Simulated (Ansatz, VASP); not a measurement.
**LiH42C21SO15F3 (Li+ triflate in propylene carbonate and dimethoxyethane at 330 K) in two plane-wave programs**

Wanted: the spread between two codes on one cell, functional and k mesh. The cell is taken from a series of runs on this material, whose earlier steps may have relaxed, scaled, displaced or heated it; both programs get it as it stands.

Main program and level: Ansatz 0.2.0; plane waves, with VASP 6.6.1 beside it; single point at LDA.

### Step 1. Starting point

The cell holds 166 atoms: 42 C, 30 O, 84 H, 2 S, 6 F and 2 Li. Its edges and angles: a = 12.334 Å, b = 12.334 Å, c = 12.334 Å, α = 90.0°, β = 90.0°, γ = 90.0°. As first built, before any earlier steps moved the atoms (in the runner's words): 4 propylene carbonate, 6 dimethoxyethane, 2 Li+, 2 triflate placed at random, at 1.12 g/cm^3; overlaps pushed apart, then 10 ps at 550 K with Joung-Cheatham ions (J. Phys. Chem. B 112, 9020 (2008)); MMFF94 bonds, angles, torsions, charges and radii (Halgren, J. Comput. Chem. 17, 490 (1996)) in harmonic and 12-6 forms; charges of ions scaled by 0.8. Snapshot after 30 ps at 330 K and fixed volume.

### Step 2. Ansatz: single point, LDA

Ansatz runs on its default PAW (the set named soft_2) files.

A single point gives forces, pressure and levels at one fixed geometry, so differences don't come from the geometry; what else differs is listed under the comparison.

Contents of input.yaml:

```yaml
crystal:
  lattice:
    - [12.3342, 0.0, 0.0]
    - [0.0, 12.3342, 0.0]
    - [0.0, 0.0, 12.3342]
  atoms:
    - { symbol: C, position: [0.78351, 0.11088, 0.12958] }
    - { symbol: O, position: [0.68635, 0.07733, 0.18121] }
    - { symbol: C, position: [0.6858, 0.96818, 0.21566] }
    - { symbol: C, position: [0.59436, 0.96299, 0.3045] }
    - { symbol: O, position: [0.57048, 0.85219, 0.33071] }
    - { symbol: C, position: [0.51021, 0.85764, 0.42741] }
    - { symbol: H, position: [0.83981, 0.11409, 0.19664] }
    - { symbol: H, position: [0.77043, 0.19658, 0.09663] }
    - { symbol: H, position: [0.81213, 0.05684, 0.06675] }
    - { symbol: H, position: [0.76187, 0.96247, 0.25474] }
    - { symbol: H, position: [0.65678, 0.90986, 0.15118] }
    - { symbol: H, position: [0.52026, 0.99985, 0.26408] }
    - { symbol: H, position: [0.62175, 0.00736, 0.37742] }
    - { symbol: H, position: [0.5475, 0.89434, 0.5004] }
    - { symbol: H, position: [0.47474, 0.77446, 0.44408] }
    - { symbol: H, position: [0.43623, 0.90576, 0.41323] }
    - { symbol: C, position: [0.48226, 0.22726, 0.42978] }
    - { symbol: O, position: [0.50781, 0.15393, 0.51298] }
    - { symbol: C, position: [0.47048, 0.20228, 0.6098] }
    - { symbol: C, position: [0.35146, 0.2018, 0.636] }
    - { symbol: O, position: [0.30829, 0.30546, 0.67028] }
    - { symbol: C, position: [0.19081, 0.29297, 0.68606] }
    - { symbol: H, position: [0.51819, 0.19175, 0.3537] }
    - { symbol: H, position: [0.52497, 0.30325, 0.45199] }
    - { symbol: H, position: [0.39724, 0.23946, 0.42872] }
    - { symbol: H, position: [0.50208, 0.28655, 0.61325] }
    - { symbol: H, position: [0.51705, 0.16309, 0.67298] }
    - { symbol: H, position: [0.33746, 0.14142, 0.69275] }
    - { symbol: H, position: [0.30865, 0.18105, 0.56029] }
    - { symbol: H, position: [0.17903, 0.23464, 0.75498] }
[... 130 atom lines left out ...]
    - { symbol: C, position: [0.69994, 0.43123, 0.75279] }
    - { symbol: F, position: [0.67198, 0.34934, 0.82704] }
    - { symbol: F, position: [0.79784, 0.41066, 0.72091] }
    - { symbol: F, position: [0.63101, 0.42407, 0.66486] }
    - { symbol: Li, position: [0.48891, 0.71055, 0.87971] }
    - { symbol: Li, position: [0.88433, 0.64375, 0.94562] }
kpoints:
  mp_grid: { grid: [1, 1, 1] }
hamiltonian:
  xc: lda
scf:
  occupations: { method: gaussian, width: 0.025 }
output:
  forces: true
  stress: true
  populations: intrinsic
  dos:
    method: { smearing: { sigma: 0.1 } }
    de: 0.1
    projected: { site_lists: { C: [C], F: [F], H: [H], Li: [Li], O: [O] } }
  eigenvalues: true
  write_density: true
  write_potential: true
  volumetric_format: npy
```

Started as:

```sh
$ ansatz run input.yaml --threads 8 --pin off --max-ram 15872MiB --backend cpu --events-out ev --progress --plain --runs-dir out
```

Numbers of over 12 decimals in the logs are rounded to 6 here.

The log of the run:

```text
Engine: ansatz 0.2.0, x86_64-unknown-linux-gnu
Pseudopotentials: kind: paw
Pseudopotential: C, paw, valence charge 4, recommended cutoff 420 eV (normal), C.paw.azcp
Pseudopotential: O, paw, valence charge 6, recommended cutoff 420 eV (normal), O.paw.azcp
Pseudopotential: H, paw, valence charge 1, recommended cutoff 420 eV (normal), H.paw.azcp
Pseudopotential: S, paw, valence charge 6, recommended cutoff 420 eV (normal), S.paw.azcp
Pseudopotential: F, paw, valence charge 7, recommended cutoff 420 eV (normal), F.paw.azcp
Pseudopotential: Li, paw, valence charge 3, recommended cutoff 420 eV (normal), Li.paw.azcp
Functional definition: SPW92
  exchange = slater_x
  correlation = pw_c
Crystal: 166 atoms, lattice volume = 1876.433 Å³
Basis set: ecut = 420 eV, 36449 PW (Γ)
Bands: 412, of which v1, the nominal top of the filled ones, is band 246 counted from 1 (245 counted from 0)
Symmetry: 1 space group operations
Space group: P1 (ITA 1), of the structure as read, at distance tolerance 1.2e-4 Å
k-points: 1
Non-local potential: C, projectors of the file, l = 0: 2, l = 1: 2, l = 2: 1
Non-local potential: O, projectors of the file, l = 0: 2, l = 1: 2, l = 2: 1
Non-local potential: H, projectors of the file, l = 0: 2, l = 1: 1
Non-local potential: S, projectors of the file, l = 0: 2, l = 1: 2, l = 2: 2
Non-local potential: F, projectors of the file, l = 0: 2, l = 1: 2, l = 2: 1
Non-local potential: Li, projectors of the file, l = 0: 3, l = 1: 2, l = 2: 1
PAW form: soft (Blöchl's): semilocal exchange-correlation on the pseudo side does not see the compensation charge
PAW frozen core: C, regenerated for the run's functional, and the local potential with it (the file was generated under x = pbe(κ = 0.804, μ = 0.219515), c = pbe(β = 0.066725))
PAW frozen core: O, regenerated for the run's functional, and the local potential with it (the file was generated under x = pbe(κ = 0.804, μ = 0.219515), c = pbe(β = 0.066725))
PAW frozen core: S, regenerated for the run's functional, and the local potential with it (the file was generated under x = pbe(κ = 0.804, μ = 0.219515), c = pbe(β = 0.066725))
PAW frozen core: F, regenerated for the run's functional, and the local potential with it (the file was generated under x = pbe(κ = 0.804, μ = 0.219515), c = pbe(β = 0.066725))
PAW one-centre angular grid: C, 110 points (default); XC on 64 Gauss nodes
PAW one-centre angular grid: O, 110 points (default); XC on 64 Gauss nodes
PAW one-centre angular grid: H, 110 points (default); XC on 64 Gauss nodes
PAW one-centre angular grid: S, 110 points (default); XC on 64 Gauss nodes
PAW one-centre angular grid: F, 110 points (default); XC on 64 Gauss nodes
PAW one-centre angular grid: Li, 110 points (default); XC on 64 Gauss nodes
Initial density: superposition of atomic densities (neutral atoms: chi_scale 0, normalization atom), corrected by the library's trained network
Initial wavefunctions: pseudopotential atomic-orbital guess
Functional: x = slater, c = lda
SCF iter   1: F=—  HF=-35060.307060 eV  |F-HF|=—  |Δ(HF+E_count)|=         —  Δρ=1.00e-2  dr2=1.50e0  ethr=1.77e-3  ⟨swp⟩=5.0  Hψ=1747  notcnv=0  defer=141
preconditioner: auto → Resta (q_TF=auto, 2.183 Å⁻¹)  ε∞=2.4  [insulator: Δε(μ)=4.468 eV  Ē_g=15.618 eV  σ=0.025 eV  W_gap=1.00  n_scr=340 (ndim 8)  ℏωp=18.5 eV  f_vac=0.294  D(μ)=0.00/eV (n_scr^D=0)  ε∞_Penn≈2.4]
SCF iter   2: F=—  HF=-35059.854852 eV  |F-HF|=—  |Δ(HF+E_count)|=   4.52e-1  Δρ=4.11e-3  dr2=2.86e-1  ethr=3.04e-4  ⟨swp⟩=2.0  Hψ=638  notcnv=0  defer=159
SCF iter   3: F=—  HF=-35059.776383 eV  |F-HF|=—  |Δ(HF+E_count)|=   7.85e-2  Δρ=1.94e-3  dr2=7.76e-2  ethr=5.81e-5  ⟨swp⟩=4.0  Hψ=508  notcnv=0  defer=159
SCF iter   4: F=—  HF=-35059.757514 eV  |F-HF|=—  |Δ(HF+E_count)|=   1.89e-2  Δρ=5.89e-4  dr2=9.90e-3  ethr=1.58e-5  ⟨swp⟩=2.0  Hψ=710  notcnv=0  defer=159
SCF iter   5: F=—  HF=-35059.756354 eV  |F-HF|=—  |Δ(HF+E_count)|=   1.16e-3  Δρ=3.31e-4  dr2=2.50e-3  ethr=2.01e-6  ⟨swp⟩=2.0  Hψ=497  notcnv=0  defer=159
SCF iter   6: F=—  HF=-35059.756226 eV  |F-HF|=—  |Δ(HF+E_count)|=   1.29e-4  Δρ=1.75e-4  dr2=5.87e-4  ethr=5.08e-7  ⟨swp⟩=2.0  Hψ=492  notcnv=0  defer=159
SCF iter   7: F=—  HF=-35059.756198 eV  |F-HF|=—  |Δ(HF+E_count)|=   2.76e-5  Δρ=4.60e-5  dr2=4.14e-5  ethr=1.19e-7  ⟨swp⟩=2.0  Hψ=491  notcnv=0  defer=159
SCF iter   8: F=—  HF=-35059.759221 eV  |F-HF|=—  |Δ(HF+E_count)|=   3.02e-3  Δρ=2.50e-5  dr2=1.06e-5  ethr=8.42e-9  ⟨swp⟩=2.0  Hψ=648  notcnv=0  defer=159
SCF iter   9: F=—  HF=-35059.759225 eV  |F-HF|=—  |Δ(HF+E_count)|=   3.58e-6  Δρ=8.60e-6  dr2=1.38e-6  ethr=2.16e-9  ⟨swp⟩=2.0  Hψ=494  notcnv=0  defer=159
SCF iter  10: F=—  HF=-35059.759226 eV  |F-HF|=—  |Δ(HF+E_count)|=   1.13e-6  Δρ=3.47e-6  dr2=2.57e-7  ethr=2.81e-10  ⟨swp⟩=2.0  Hψ=483  notcnv=0  defer=159
[...]
atom 154  F     -0.05605305     0.28357008    -0.89605783
  atom 155  F     -0.17211287    -0.02970126     0.87932667
  atom 156  F     -0.76592705     0.53204244    -0.42091322
  atom 157  O     -0.51592365    -0.80569222    -0.08848337
  atom 158  S      0.17682422     2.45732672     0.62441450
  atom 159  O      0.62261306    -0.37121065     0.16677716
  atom 160  O      0.16620291    -1.44002145    -0.09577407
  atom 161  C     -2.17920831    -1.35639009    -0.18920081
  atom 162  F      0.31028563     1.93517026    -1.46199712
  atom 163  F      0.58391058     0.07766989    -0.18887458
  atom 164  F      1.00784570    -0.16234174     1.38547851
  atom 165  Li     0.10530670     0.00088960    -0.15864848
  atom 166  Li     0.08116479    -0.37508295     0.36068013
  max |Σ_I F_I| component: 1.43e-4 eV/Å
--- Stress (GPa, compression-positive) ---
        0.309900      -0.127140       0.285119
       -0.127140      -1.922911      -0.499043
        0.285119      -0.499043      -1.524172
  P = ⅓ Tr σ = -1.0457 GPa (-10.457 kbar)
--- Band table (eV) ---
  k-point 0: bands = [... 242 lower, -0.9808, -0.9036, -0.7625, -0.7490, 3.0716, 3.3029, 3.4591, 3.6710, ... 162 higher]
--- intrinsic populations: 166 sites ---
  site symbol       q [e]
     0      C      4.3126
     1      O      6.3999
     2      C      4.1412
     3      C      4.1027
     4      O      6.3838
     5      C      4.3264
     6      H      0.8340
     7      H      0.8125
     8      H      0.8321
     9      H      0.8318
    10      H      0.8311
    11      H      0.8564
    12      H      0.8411
    13      H      0.8334
    14      H      0.8090
    15      H      0.8395
    16      C      4.3049
    17      O      6.3918
    18      C      4.1469
    19      C      4.1688
    20      O      6.4017
    21      C      4.3129
    22      H      0.8358
    23      H      0.8423
[...]
158      O      6.9683
   159      O      6.9156
   160      C      3.4371
   161      F      7.2845
   162      F      7.2194
   163      F      7.2746
   164     Li      2.2507
   165     Li      2.2516
  spilling = -0.000000 (of n_electrons = 492.000000)
```

In the SCF lines HF is the Harris–Foulkes energy and dr2 the Hartree energy of the density residual, in eV; the loop may stop once dr2 is under the threshold and the program's other checks hold. Hψ counts applications of the Hamiltonian.

### Step 3. VASP: single point, LDA

The same cell, functional (in two slightly different forms), mesh and smearing now go to VASP, with its own data sets.

Lines of VASP's logs that name or quote its potential files are left out, and so is its time.

Contents of INCAR:

```
SYSTEM = LiH42C21SO15F3
PREC = Accurate
ENCUT = 750
EDIFF = 1E-06
NELM = 120
ISMEAR = 0
SIGMA = 0.025
LREAL = Auto
ALGO = Normal
GGA = PW92
NBANDS = 362
LORBIT = 11
LWAVE = .FALSE.
LCHARG = .FALSE.
ISIF = 2
LASPH = .TRUE.
GGA_COMPAT = .FALSE.
EFERMI = MIDGAP
```

Contents of POSCAR:

```
LiH42C21SO15F3
1.0
   12.3342000000      0.0000000000      0.0000000000
    0.0000000000     12.3342000000      0.0000000000
    0.0000000000      0.0000000000     12.3342000000
C O H S F Li
42 30 84 2 6 2
Direct
    0.7835100000      0.1108800000      0.1295800000
    0.6858000000      0.9681800000      0.2156600000
    0.5943600000      0.9629900000      0.3045000000
    0.5102100000      0.8576400000      0.4274100000
    0.4822600000      0.2272600000      0.4297800000
    0.4704800000      0.2022800000      0.6098000000
    0.3514600000      0.2018000000      0.6360000000
    0.1908100000      0.2929700000      0.6860600000
    0.3360700000      0.6298700000      0.7009300000
    0.2737500000      0.6618700000      0.8764000000
    0.2905100000      0.7150300000      0.9843500000
    0.4246400000      0.7139600000      0.1163000000
    0.0249200000      0.4274700000      0.9888200000
    0.0198800000      0.5507100000      0.1310000000
    0.0065400000      0.6720000000      0.1536700000
    0.9159400000      0.8241200000      0.0894600000
    0.0640600000      0.0882800000      0.9587800000
    0.0878600000      0.1966600000      0.1195800000
    0.1012100000      0.1143500000      0.2107000000
    0.2513200000      0.0097800000      0.2614500000
    0.7992000000      0.1819800000      0.4182000000
    0.9344000000      0.1391600000      0.5452400000
    0.0138100000      0.0480100000      0.5517600000
    0.1385000000      0.9609800000      0.6568500000
    0.7410100000      0.0992000000      0.8017900000
    0.7814000000      0.9911700000      0.7629000000
    0.7189000000      0.9539000000      0.6668600000
    0.6486500000      0.8837500000      0.8160000000
    0.6608000000      0.4995000000      0.1319400000
    0.6379800000      0.4656300000      0.2515400000
[... 130 atom lines left out ...]
    0.1891300000      0.4574200000      0.4992200000
    0.6719800000      0.3493400000      0.8270400000
    0.7978400000      0.4106600000      0.7209100000
    0.6310100000      0.4240700000      0.6648600000
    0.4889100000      0.7105500000      0.8797100000
    0.8843300000      0.6437500000      0.9456200000
```

Contents of KPOINTS:

```
Automatic mesh
0
Gamma
1 1 1
0 0 0
```

PAW data sets: C, O, H, S, F and Li_sv (LDA family, release 64).

Started as:

```sh
$ export OMP_NUM_THREADS=3
$ mpirun -np 1 vasp_gam
```

The log of the run:

```text
[banner, memory and clock lines left out]
running    1 mpi-ranks, on    1 nodes
[...]
Offloading initialized ...    1 GPUs detected
[...]
|                                                                             |
|               ----> ADVICE to this user running VASP <----                  |
|                                                                             |
|     You enforced a specific xc type in the INCAR file but a different       |
|     [... a line on the potential file left out ...]
|     I HOPE YOU KNOW WHAT YOU ARE DOING!                                     |
|                                                                             |

 LDA part: xc-table for (Slater(with rela. corr.)+PW92), standard interpolation
 POSCAR, INCAR and KPOINTS ok, starting setup
[...]
entering main loop
       N       E                     dE             d eps       ncg     rms          rms(c)
DAV:   1     0.471671863105E+04    0.47167E+04   -0.31314E+05   724   0.169E+03
DAV:   2    -0.500937894121E+03   -0.52177E+04   -0.49287E+04   908   0.346E+02
DAV:   3    -0.106127364105E+04   -0.56034E+03   -0.55542E+03   880   0.118E+02
DAV:   4    -0.107968239354E+04   -0.18409E+02   -0.18330E+02   936   0.206E+01
[...]
DAV:  17    -0.989526684781E+03    0.38215E-05   -0.64384E-05   912   0.196E-02    0.115E-02
DAV:  18    -0.989526684221E+03    0.56012E-06   -0.10829E-05   896   0.963E-03    0.486E-03
DAV:  19    -0.989526683383E+03    0.83789E-06   -0.28576E-06   792   0.691E-03
   1 F= -.98952668E+03 E0= -.98952668E+03  d E =0.000000E+00
```

From OUTCAR (step 3):

```text
  FREE ENERGIE OF THE ION-ELECTRON SYSTEM (eV)
  ---------------------------------------------------
  free  energy   TOTEN  =      -989.5266833830 eV

  energy  without entropy=     -989.5266833830  energy(sigma->0) =     -989.52668338
```

The run ends at a pressure of -0.84 GPa, with forces up to 4.7 eV/Å.

### Step 4. Comparison

Known differences besides the potentials themselves: the two LDA forms differ slightly; the cutoff is 420 eV in Ansatz and 750 eV in VASP (PREC = Accurate, projectors in real space); VASP's log shows a relativistic correction to its local exchange, Ansatz's none. Total energies have different zeros and are not compared.

The two programs side by side:

```csv
quantity,Ansatz,VASP,difference
pressure (GPa),-1.05,-0.84,-0.21
gap on the k mesh (eV),3.821,3.797,+0.024
```

Forces on 10 of the 166 atoms, those with the largest forces and the largest differences (eV/Å; atoms numbered as in POSCAR):

```csv
atom,"Ansatz x, y, z","VASP x, y, z"
C2,"-2.867, 1.107, 0.491","-2.896, 0.964, 0.546"
C7,"-0.191, 2.319, -2.071","-0.118, 2.207, -2.091"
C11,"2.599, -0.247, -4.011","2.433, -0.209, -4.040"
C32,"3.960, -2.108, -0.233","3.831, -2.148, -0.286"
C42,"-2.179, -1.356, -0.189","-2.392, -0.993, 0.066"
O56,"2.120, 1.805, -2.148","1.901, 1.621, -1.932"
O59,"-1.093, 0.112, -0.094","-0.661, 0.034, 0.115"
O62,"1.126, 1.962, 2.223","1.012, 1.630, 1.962"
H98,"-2.617, -1.456, 2.469","-2.616, -1.455, 2.464"
F163,"0.584, 0.078, -0.189","1.103, -0.021, -0.360"
```

The forces differ by 96 meV/Å r.m.s., which is 10.7 % of the r.m.s. force of 0.900 eV/Å (both taken over all components). A gap on the mesh is an upper bound, since the band edges may lie between its points.

### Step 5. Outcome

```
r.m.s. force difference (single point, LDA) : 11 % of the r.m.s. force
```

**Reading.** The r.m.s. force difference is 11 % of the r.m.s. force (single point, LDA), beyond the 3 % picked in this series as the mark of a large difference. What causes the difference of the single point, LDA pair stays open here. How closely two codes agree says nothing of how well the functional describes the real material.

[Lines on the potential files, build, host, timing and source positions are cut from VASP's logs without a mark.]

[Logs are printed without paths, hosts, clocks, repeated set-up lines and the standing remarks that a program may print on its own settings, such as how far it seeks lower states.]

[Hosts, paths, dates, database ids (printed as entryN), source tags and the programs' standing remarks are cut or masked in the printed files.]

[The MMFF94 radii named for the starting cell were scaled by 0.96; in molecules described by MMFF94, hydrogen bound to N, O or S took a small fixed 12-6 site in their place.]
